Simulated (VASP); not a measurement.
Input:

```
BaTiO3
1.0
    4.09956     0.00000     0.00000
    0.00000     4.09956     0.00000
    0.00000     0.00000     4.09956
Ba Ti O
1 1 3
Direct
  0.00000   0.00000   0.00000
  0.50000   0.50000   0.50000
  0.50000   0.00000   0.50000
  0.00000   0.50000   0.50000
  0.50000   0.50000   0.00000
```

Computed with optB88-vdW, VASP's PBE PAW potentials (set 64) (plane waves; VASP). Settings: 520 eV cut-off, 6×6×6 Γ-centred mesh, Gaussian smearing of 0.050 eV, potentials Ba_sv Ti_sv O.

Task: Give the stress tensor in GPa (positive for a compressed cell).

Result: 
```
-8.69   0.00   0.00
 0.00  -8.69   0.00
 0.00   0.00  -8.69
```
The pressure is its mean diagonal, -8.69 GPa.

The compound is BaTiO3 in the cubic perovskite structure, the ideal cubic form; the compound distorts at low or room temperature. This cell is one point of a volume scan, at 1.06 of the reference volume.
